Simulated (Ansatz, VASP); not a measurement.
# WS2 (Tungstenite): VASP beside Ansatz, part 2 of 3

Wanted: the spread between two codes on one cell, functional and k mesh. The cell is taken from a series of runs on this material, whose earlier steps may have relaxed, scaled, displaced or heated it; both programs get it as it stands.

VASP 6.6.1 and Ansatz 0.2.0.

So far: Starting point; VASP: zone-centre phonons, LDA.

### 2. VASP: zone-centre phonons, LDA (continued)

Level of this step: LDA, no spin polarisation; plane waves and PAW (W, S) (VASP).

Parts of OUTCAR (step 2):

```text
ion  position               nearest neighbor table
   1  0.333  0.667  0.250-   4 2.39   6 2.39   4 2.39   6 2.39   4 2.39   6 2.39
   2  0.667  0.333  0.750-   3 2.39   5 2.39   3 2.39   5 2.39   3 2.39   5 2.39
   3  0.333  0.667  0.621-   2 2.39   2 2.39   2 2.39
   4  0.667  0.333  0.121-   1 2.39   1 2.39   1 2.39
   5  0.333  0.667  0.879-   2 2.39   2 2.39   2 2.39
   6  0.667  0.333  0.379-   1 2.39   1 2.39   1 2.39

  LATTYP: Found a hexagonal cell.
 ALAT       =     3.1239287102
 C/A-ratio  =     3.8820106262

 Subroutine GETGRP returns: Found 24 space group operations
 (whereof 12 operations were pure point group operations)

The static configuration has the point symmetry D_3d.
 The point group associated with its full space group is D_6h.

 Found     24 irreducible k-points:

   k-points           NKPTS =     24   k-points in BZ     NKDIM =     24   number of bands    NBANDS=     24

   dimension x,y,z NGX =    28 NGY =   28 NGZ =   98
   dimension x,y,z NGXF=    56 NGYF=   56 NGZF=  196

   ENCUT  =  600.0 eV  44.10 Ry    6.64 a.u.   6.24  6.24 24.22*2*pi/ulx,y,z

   NELECT =      36.0000    total number of electrons

 k-points in reciprocal lattice and weights: Automatic mesh
   0.00000000  0.00000000  0.00000000       0.006
   0.11111111 -0.00000000  0.00000000       0.037
   0.22222222 -0.00000000  0.00000000       0.037
   0.33333333 -0.00000000  0.00000000       0.037
   0.44444444 -0.00000000  0.00000000       0.037
   0.11111111  0.11111111  0.00000000       0.037
   0.22222222  0.11111111  0.00000000       0.074
   0.33333333  0.11111111  0.00000000       0.074
   0.44444444  0.11111111  0.00000000       0.037
[...]
0.33333333  0.22222222  0.50000000       0.074
   0.33333333  0.33333333  0.50000000       0.012

 average (electrostatic) potential at core
       1 -39.8082       2 -39.8082       3 -85.8021       4 -85.8021       5 -85.8021
       6 -85.8021

  Total        0.0817513      0.0817513      0.1746570      0.0000000      0.0000000      0.0000000
  in kB        1.2779522      1.2779522      2.7302721      0.0000000      0.0000000      0.0000000
  external PRESSURE =       1.7620589 kB  Pullay stress =       0.0000000 kB

  energy-cutoff  :      600.00
  volume of cell :      102.49
      direct lattice vectors                 reciprocal lattice vectors
     3.123928710  0.000000000  0.000000000     0.320109738  0.184815443  0.000000000
    -1.561964355  2.705401623  0.000000000     0.000000000  0.369630886  0.000000000
     0.000000000  0.000000000 12.127124449     0.000000000  0.000000000  0.082459779

 POSITION                                       TOTAL-FORCE (eV/Angst)
[...]
2     0.00000     0.37161     0.00000
    3     0.00000     0.00000     0.28841

 Eigenvectors and eigenvalues of the dynamical matrix
 ----------------------------------------------------

   1 f  =   13.359473 THz    83.940045 2PiTHz  445.624053 cm-1    55.250316 meV
             X         Y         Z           dx          dy          dz
      0.000000  1.803601  3.031781     0.000000   -0.000000   -0.352530
      1.561964  0.901801  9.095343     0.000000   -0.000000    0.352530
      0.000000  1.803601  7.533955    -0.000000    0.000000   -0.433430
      1.561964  0.901801  1.470392    -0.000000    0.000000    0.433430
      0.000000  1.803601 10.656732    -0.000000   -0.000000   -0.433430
      1.561964  0.901801  4.593170    -0.000000    0.000000    0.433430

   2 f  =   13.214841 THz    83.031293 2PiTHz  440.799641 cm-1    54.652165 meV
             X         Y         Z           dx          dy          dz
      0.000000  1.803601  3.031781    -0.000000   -0.000000    0.359598
      1.561964  0.901801  9.095343     0.000000   -0.000000    0.359598
      0.000000  1.803601  7.533955    -0.000000    0.000000   -0.430517
      1.561964  0.901801  1.470392     0.000000    0.000000   -0.430517
      0.000000  1.803601 10.656732    -0.000000   -0.000000   -0.430517
      1.561964  0.901801  4.593170     0.000000    0.000000   -0.430517

   3 f  =   12.843416 THz    80.697562 2PiTHz  428.410239 cm-1    53.116076 meV
             X         Y         Z           dx          dy          dz
      0.000000  1.803601  3.031781    -0.000000    0.000000    0.000000
      1.561964  0.901801  9.095343     0.000000   -0.000000   -0.000000
      0.000000  1.803601  7.533955    -0.000000   -0.000000   -0.500000
      1.561964  0.901801  1.470392     0.000000   -0.000000   -0.500000
      0.000000  1.803601 10.656732    -0.000000   -0.000000    0.500000
      1.561964  0.901801  4.593170     0.000000    0.000000    0.500000

   4 f  =   12.725204 THz    79.954816 2PiTHz  424.467124 cm-1    52.627192 meV
             X         Y         Z           dx          dy          dz
      0.000000  1.803601  3.031781    -0.000000    0.000000    0.000000
      1.561964  0.901801  9.095343    -0.000000   -0.000000    0.000000
      0.000000  1.803601  7.533955     0.000000    0.000000    0.500000
      1.561964  0.901801  1.470392     0.000000   -0.000000   -0.500000
      0.000000  1.803601 10.656732     0.000000    0.000000   -0.500000
      1.561964  0.901801  4.593170     0.000000   -0.000000    0.500000

   5 f  =   10.826974 THz    68.027883 2PiTHz  361.148976 cm-1    44.776746 meV
             X         Y         Z           dx          dy          dz
      0.000000  1.803601  3.031781     0.356992    0.000002    0.000000
      1.561964  0.901801  9.095343    -0.356992   -0.000002    0.000000
      0.000000  1.803601  7.533955     0.431600    0.000003   -0.000000
      1.561964  0.901801  1.470392    -0.431600   -0.000003   -0.000000
      0.000000  1.803601 10.656732     0.431600    0.000003    0.000000
      1.561964  0.901801  4.593170    -0.431600   -0.000003   -0.000000

   6 f  =   10.826974 THz    68.027883 2PiTHz  361.148976 cm-1    44.776746 meV
             X         Y         Z           dx          dy          dz
      0.000000  1.803601  3.031781    -0.000002    0.356992   -0.000000
      1.561964  0.901801  9.095343     0.000002   -0.356992   -0.000000
      0.000000  1.803601  7.533955    -0.000003    0.431600   -0.000000
      1.561964  0.901801  1.470392     0.000003   -0.431600   -0.000000
      0.000000  1.803601 10.656732    -0.000003    0.431600    0.000000
      1.561964  0.901801  4.593170     0.000003   -0.431600   -0.000000

   7 f  =   10.825978 THz    68.021625 2PiTHz  361.115752 cm-1    44.772627 meV
             X         Y         Z           dx          dy          dz
      0.000000  1.803601  3.031781     0.359599    0.000002   -0.000000
      1.561964  0.901801  9.095343     0.359599    0.000002   -0.000000
      0.000000  1.803601  7.533955    -0.430516   -0.000003    0.000000
      1.561964  0.901801  1.470392    -0.430516   -0.000003    0.000000
      0.000000  1.803601 10.656732    -0.430516   -0.000003   -0.000000
      1.561964  0.901801  4.593170    -0.430516   -0.000003   -0.000000

   8 f  =   10.825978 THz    68.021625 2PiTHz  361.115752 cm-1    44.772627 meV
             X         Y         Z           dx          dy          dz
      0.000000  1.803601  3.031781    -0.000002    0.359599   -0.000000
      1.561964  0.901801  9.095343    -0.000002    0.359599    0.000000
      0.000000  1.803601  7.533955     0.000003   -0.430516    0.000000
      1.561964  0.901801  1.470392     0.000003   -0.430516   -0.000000
      0.000000  1.803601 10.656732     0.000003   -0.430516   -0.000000
      1.561964  0.901801  4.593170     0.000003   -0.430516   -0.000000

   9 f  =    9.089472 THz    57.110835 2PiTHz  303.192143 cm-1    37.591018 meV
             X         Y         Z           dx          dy          dz
      0.000000  1.803601  3.031781    -0.000000    0.000000    0.000000
      1.561964  0.901801  9.095343    -0.000000    0.000000   -0.000000
      0.000000  1.803601  7.533955     0.500000   -0.000001    0.000000
      1.561964  0.901801  1.470392     0.500000   -0.000001   -0.000000
      0.000000  1.803601 10.656732    -0.500000    0.000001   -0.000000
      1.561964  0.901801  4.593170    -0.500000    0.000001    0.000000

  10 f  =    9.089472 THz    57.110835 2PiTHz  303.192143 cm-1    37.591018 meV
             X         Y         Z           dx          dy          dz
      0.000000  1.803601  3.031781     0.000000    0.000000   -0.000000
      1.561964  0.901801  9.095343    -0.000000   -0.000000    0.000000
      0.000000  1.803601  7.533955     0.000001    0.500000    0.000000
      1.561964  0.901801  1.470392     0.000001    0.500000   -0.000000
      0.000000  1.803601 10.656732    -0.000001   -0.500000    0.000000
      1.561964  0.901801  4.593170    -0.000001   -0.500000   -0.000000

  11 f  =    8.997139 THz    56.530692 2PiTHz  300.112255 cm-1    37.209161 meV
             X         Y         Z           dx          dy          dz
      0.000000  1.803601  3.031781    -0.000000   -0.000000    0.000000
      1.561964  0.901801  9.095343     0.000000   -0.000000    0.000000
      0.000000  1.803601  7.533955    -0.500000    0.000000   -0.000000
      1.561964  0.901801  1.470392     0.500000   -0.000000   -0.000000
      0.000000  1.803601 10.656732     0.500000   -0.000000    0.000000
      1.561964  0.901801  4.593170    -0.500000    0.000000    0.000000

  12 f  =    8.997139 THz    56.530692 2PiTHz  300.112255 cm-1    37.209161 meV
             X         Y         Z           dx          dy          dz
      0.000000  1.803601  3.031781    -0.000000    0.000000   -0.000000
      1.561964  0.901801  9.095343     0.000000    0.000000    0.000000
      0.000000  1.803601  7.533955    -0.000000   -0.500000   -0.000000
      1.561964  0.901801  1.470392     0.000000    0.500000   -0.000000
      0.000000  1.803601 10.656732     0.000000    0.500000   -0.000000
      1.561964  0.901801  4.593170    -0.000000   -0.500000   -0.000000

  13 f  =    1.339385 THz     8.415605 2PiTHz   44.677080 cm-1     5.539249 meV
             X         Y         Z           dx          dy          dz
      0.000000  1.803601  3.031781    -0.000000    0.000000    0.612962
      1.561964  0.901801  9.095343     0.000000    0.000000   -0.612962
      0.000000  1.803601  7.533955     0.000000    0.000000   -0.249276
      1.561964  0.901801  1.470392    -0.000000    0.000000    0.249276
      0.000000  1.803601 10.656732     0.000000    0.000000   -0.249276
      1.561964  0.901801  4.593170    -0.000000    0.000000    0.249276
    [... 43 further lines ...]
      0.000000  1.803601 10.656732     0.169683    0.189377   -0.000000
      1.561964  0.901801  4.593170     0.169683    0.189377   -0.000000

 MACROSCOPIC STATIC DIELECTRIC TENSOR IONIC CONTRIBUTION
 ------------------------------------------------------
           0.085545     0.000000    -0.000000
           0.000000     0.085545    -0.000000
          -0.000000    -0.000000     0.034582
 ------------------------------------------------------

 ELASTIC MODULI CONTR FROM IONIC RELAXATION (kBar)
 Direction    XX          YY          ZZ          XY          YZ          ZX
 --------------------------------------------------------------------------------
 XX        -547.2438   -357.1427  -1150.2184      0.0000      0.0000     -0.0000
 YY        -357.1427   -547.2438  -1150.2184      0.0000      0.0000      0.0000
 ZZ       -1150.2184  -1150.2184  -2925.7457      0.0000      0.0000     -0.0000
 XY           0.0000      0.0000      0.0000    -95.0505      0.0000      0.0000
 YZ           0.0000      0.0000      0.0000      0.0000  -1559.7310     -0.0000
 ZX          -0.0000      0.0000     -0.0000      0.0000     -0.0000  -1306.8477
 --------------------------------------------------------------------------------

 PIEZOELECTRIC TENSOR IONIC CONTR  for field in x, y, z        (C/m^2)
          XX          YY          ZZ          XY          YZ          ZX
  --------------------------------------------------------------------------------
  x     0.00000    -0.00000    -0.00000    -0.00000     0.00000     0.00000
  y     0.00000    -0.00000     0.00000     0.00000    -0.00000    -0.00000
  z     0.00000    -0.00000     0.00000     0.00000    -0.00000     0.00000
```

This run has no spin polarisation, so a moment on W, if there is one, isn't seen. The dielectric response converges more slowly with the mesh than energies do, so tensor and charges may still move on a finer one. The data set W keeps the semicore shell frozen, which is cheaper and a little less accurate.

[end of part 2 of 3]

[Lines on the potential files, build, host, timing and source positions are cut from VASP's logs without a mark.]

[Logs are printed without paths, hosts, clocks, repeated set-up lines and the standing remarks that a program may print on its own settings, such as how far it seeks lower states.]

[Hosts, paths, dates, database ids (printed as entryN), source tags and the programs' standing remarks are cut or masked in the printed files.]
